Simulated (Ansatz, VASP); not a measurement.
# Al2P22Pb3O61 in two plane-wave programs, part 2 of 2

Aim: how closely do two programs agree when they are given the same cell, functional and k mesh? The structure shown is frame 61 of Ansatz's trajectory.

VASP 6.6.1 and Ansatz 0.2.0.

So far: Set-up; Ansatz: dynamics, LDA.

## 3. VASP: single point, LDA

Level of this step: LDA; plane waves and PAW (P, Pb_d, Al, O) (VASP).

The same cell, functional (in two slightly different forms), mesh and smearing now go to VASP, with its own data sets.

Lines of VASP's logs that name or quote its potential files are left out, and so is its time.

INCAR

```
SYSTEM = Al2P22Pb3O61
PREC = Accurate
ENCUT = 520
EDIFF = 1E-06
NELM = 120
ISMEAR = -1
SIGMA = 0.025
LREAL = Auto
ALGO = Normal
GGA = CA
NBANDS = 328
LORBIT = 11
LWAVE = .FALSE.
LCHARG = .FALSE.
ISIF = 2
LASPH = .TRUE.
GGA_COMPAT = .FALSE.
EFERMI = MIDGAP
NCORE = 2
```

POSCAR

```
Al2P22Pb3O61
1.0
   10.7755400000      0.0000000000      0.0000000000
    0.0000000000     10.7755400000      0.0000000000
    0.0000000000      0.0000000000     10.7755400000
P Pb Al O
22 3 2 61
Direct
    0.3529382286      0.8781833671      0.4636983390
    0.0679965923      0.1156879377      0.8523377947
    0.3355841099      0.7435636636      0.0233955792
    0.3697355307      0.4761431910      0.3364100546
    0.1707385430      0.8281348313      0.2414449763
    0.5315835680      0.1143979791      0.4221226964
    0.1716572905      0.9985114435      0.6318940861
    0.8114952940      0.8249145750      0.0069416475
    0.8078017436      0.0843762818      0.4790479178
    0.2108293413      0.4812937449      0.9309881454
    0.3349159300      0.3137568976      0.1183513773
    0.9868646954      0.6420281489      0.3820597390
    0.4763473571      0.0896567597      0.1332740633
    0.3963884873      0.1886587586      0.6744070367
    0.6738687806      0.5483808700      0.8172305054
    0.7277779118      0.3156779150      0.4001005982
    0.7284646524      0.4370546627      0.1365685618
    0.2327400761      0.4194870976      0.6478561631
    0.9953654295      0.7614003567      0.6434573117
    0.7075654677      0.7775665999      0.6421766334
    0.5992182294      0.6875200686      0.1417840776
    0.9916291898      0.0131779939      0.1101568924
    0.1002084350      0.2812852071      0.3692715168
    0.6793998259      0.0782512988      0.8319490253
    0.8928276448      0.3442518890      0.6938399375
    0.5246697613      0.6649225932      0.4167586961
    0.9140330786      0.5607329192      0.9624018843
    0.2779350269      0.6000070530      0.9721832966
    0.0678573881      0.8819975611      0.6049348803
    0.6757897980      0.3458573770      0.0592452907
    0.4907689081      0.1344897796      0.2833454286
    0.0069936170      0.6995101870      0.5118351377
    0.1462014897      0.2277936883      0.8567923278
    0.2951592217      0.3788858841      0.3931032691
    0.1486236421      0.1052847468      0.5413928211
    0.8536370335      0.7892226283      0.6287573523
    0.9422080007      0.1135256331      0.1805106751
    0.4383910226      0.9790043005      0.4323031607
    0.8186596681      0.2055581437      0.3941240996
    0.6070229427      0.0896289188      0.0864086626
    0.2636990814      0.7826057905      0.1414221468
    0.8104744635      0.1313716064      0.6181035939
    0.2307540968      0.4539076464      0.7909301993
    0.4711875229      0.1457096350      0.5512577560
    0.4046200933      0.4047871383      0.2035536038
    0.1066396672      0.3574948448      0.6153102304
    0.4007594979      0.1945146137      0.0743721428
    0.0586235121      0.0414921201      0.9819777013
    0.6571828419      0.7264693927      0.5241036644
    0.8562355112      0.6545008417      0.3385445184
    0.7466632763      0.3871267704      0.2779628678
    0.4738695230      0.7188874061      0.0601918790
    0.0491019476      0.5140902451      0.3656243678
    0.2402014191      0.8739422804      0.3566410593
    0.3349437708      0.3156036728      0.6374158511
    0.9059128359      0.7286688185      0.9758434380
    0.7075283466      0.7737709665      0.0974243518
    0.7631636094      0.3774938425      0.5165680792
    0.2998921632      0.0822974997      0.6927727056
    0.3407996258      0.8198382633      0.9144970925
    0.3301737082      0.6027725757      0.3072421429
    0.2721348536      0.9002240259      0.5842398618
    0.5045037186      0.5018217184      0.4040632766
    0.8229378760      0.5062112896      0.8468717113
    0.0359981959      0.6730799570      0.7354712618
    0.6395131938      0.5846481940      0.9468295788
    0.6465662046      0.8960757419      0.6842162899
    0.3984672694      0.7509507644      0.4759204643
    0.8947022609      0.0010542395      0.4206935337
    0.4009915048      0.9812965290      0.1320490667
    0.9366212737      0.1567531650      0.8395031711
    0.6516703571      0.0430326462      0.4408502961
    0.6851814387      0.6815992516      0.7528903424
    0.8957045308      0.9120099782      0.0995216945
    0.2799952485      0.3826443965      0.0058280142
    0.5720455773      0.7468488818      0.2750674212
    0.6021600774      0.2551333854      0.4195520596
    0.7668850007      0.9042238254      0.9109984279
    0.1054332312      0.0021994257      0.7732234301
    0.6248874766      0.5452905376      0.1576162308
    0.0938421648      0.9465233297      0.1977255896
    0.4806070044      0.1890670908      0.7847773754
    0.8502404520      0.4940355657      0.0924222823
    0.6228922170      0.4423629813      0.7383852689
    0.0831512852      0.7197040705      0.2727566322
    0.2818605842      0.5267763843      0.5798502906
    0.2169450441      0.2657593030      0.1859767585
    0.0754300945      0.5062669713      0.9531494477
```

KPOINTS

```
Automatic mesh
0
Gamma
1 1 1
0 0 0
```

The projector-augmented-wave data sets are P, Pb_d, Al and O (LDA family, release 64).

Started as:

```sh
$ mpirun -np 8 vasp_gam
```

Numbers of over 12 decimals in the logs are rounded to 6 here.

What it wrote:

```text
[banner, memory and clock lines left out]
running    8 mpi-ranks, on    1 nodes
[...]
LDA part: xc-table for (Slater(with rela. corr.)+CA(PZ))
 , standard interpolation
 POSCAR, INCAR and KPOINTS ok, starting setup
[...]
entering main loop
       N       E                     dE             d eps       ncg     rms          rms(c)
DAV:   1     0.601149280957E+04    0.60115E+04   -0.30095E+05   656   0.164E+03
DAV:   2     0.452085140174E+02   -0.59663E+04   -0.56780E+04   784   0.432E+02
DAV:   3    -0.719682697541E+03   -0.76489E+03   -0.74636E+03   760   0.179E+02
DAV:   4    -0.769638293457E+03   -0.49956E+02   -0.49633E+02   960   0.509E+01
[...]
DAV:  18    -0.671908500681E+03    0.52026E-05   -0.18470E-05   840   0.166E-02    0.492E-03
DAV:  19    -0.671908501103E+03   -0.42187E-06   -0.10478E-05   824   0.837E-03    0.582E-03
DAV:  20    -0.671908501041E+03    0.61911E-07   -0.85529E-07   464   0.239E-03
   1 F= -.67190850E+03 E0= -.67190850E+03  d E =0.000000E+00
```

OUTCAR, selected parts (step 3):

```text
  Total      -47.0124130    -23.3475814    -39.5689978    -16.1121545     -1.8750980      3.4803869
  in kB      -60.2013174    -29.8975328    -50.6697198    -20.6322728     -2.4011397      4.4567777
[...]
1.07980      3.03100      3.97910         0.370298      0.749856      0.325499
      7.32090      0.84320      8.96470         0.040890      0.569272     -0.461087
      9.62070      3.70950      7.47650        -0.006090     -0.591515     -0.049147
      5.65360      7.16490      4.49080         1.344489      0.069577      0.217514
      9.84920      6.04220     10.37040         1.237065      0.574619     -0.062373
      2.99490      6.46540     10.47580         1.394413      2.388388      1.402047
      0.73120      9.50400      6.51850        -0.881785     -0.018368      0.787829
      7.28200      3.72680      0.63840        -1.333057     -2.309920     -1.394223
      5.28830      1.44920      3.05320        -0.575907      0.147643      0.650088
      0.07536      7.53760      5.51530         1.189996     -0.765346     -1.227018
      1.57540      2.45460      9.23240         1.225634     -0.769235      0.003929
      3.18050      4.08270      4.23590        -0.950499     -1.386908      0.807865
      1.60150      1.13450      5.83380        -1.157487     -2.278741      0.386323
[...]
-----------------------------------------------------------------------------------
    total drift:                                0.005308      0.022715      0.010843

  FREE ENERGIE OF THE ION-ELECTRON SYSTEM (eV)
  ---------------------------------------------------
  free  energy   TOTEN  =      -671.9085010412 eV

  energy  without entropy=     -671.9085010412  energy(sigma->0) =     -671.90850104

[... 2 further parts left out ...]
[key lines of the parts left out:]
E-fermi :   2.6659
```

The run ends at a pressure of -4.69 GPa, with forces up to 6.9 eV/Å.

## 4. Differences

Known differences besides the potentials themselves: the two LDA forms differ slightly; the cutoff is 420 eV in Ansatz and 520 eV in VASP (PREC = Accurate, projectors in real space); VASP's log shows a relativistic correction to its local exchange, Ansatz's none. Total energies have different zeros and are not compared.

Forces on 10 of the 88 atoms, those with the largest forces and the largest differences (eV/Å; atoms numbered as in POSCAR):

```csv
atom,"Ansatz x, y, z","VASP x, y, z"
P2,"-1.052, 3.045, 1.716","-1.082, 2.995, 1.751"
P7,"-0.592, 3.561, -0.631","-0.545, 3.438, -0.586"
P11,"-5.090, -1.903, 4.510","-5.055, -1.881, 4.305"
P12,"-0.898, -3.951, -2.040","-0.859, -3.864, -1.949"
P13,"5.184, -1.349, 1.569","4.974, -1.435, 1.514"
O30,"-1.443, -2.498, -1.554","-1.333, -2.310, -1.394"
O47,"-0.603, 3.823, -1.508","-0.538, 3.802, -1.343"
O70,"-2.087, -2.720, 0.163","-1.940, -2.505, 0.177"
O74,"-2.326, -2.713, -0.932","-2.225, -2.627, -1.008"
O78,"-1.082, 0.678, -1.723","-0.986, 0.506, -1.509"
```

The forces differ by 70 meV/Å r.m.s., which is 5.0 % of the r.m.s. force of 1.406 eV/Å (both taken over all components).

## 5. Results

- r.m.s. force difference (single point, LDA): 5.0 % of the r.m.s. force

The r.m.s. force difference is 5.0 % of the r.m.s. force (single point, LDA), beyond the 3 % picked in this series as the mark of a large difference. What causes the difference of the single point, LDA pair stays open here. 2 further runs of this series are not shown here. How closely two codes agree says nothing of how well the functional describes the real material.

[Lines on the potential files, build, host, timing and source positions are cut from VASP's logs without a mark.]

[Logs are printed without paths, hosts, clocks, repeated set-up lines and the standing remarks that a program may print on its own settings, such as how far it seeks lower states.]

[Hosts, paths, dates, database ids (printed as entryN), source tags and the programs' standing remarks are cut or masked in the printed files.]
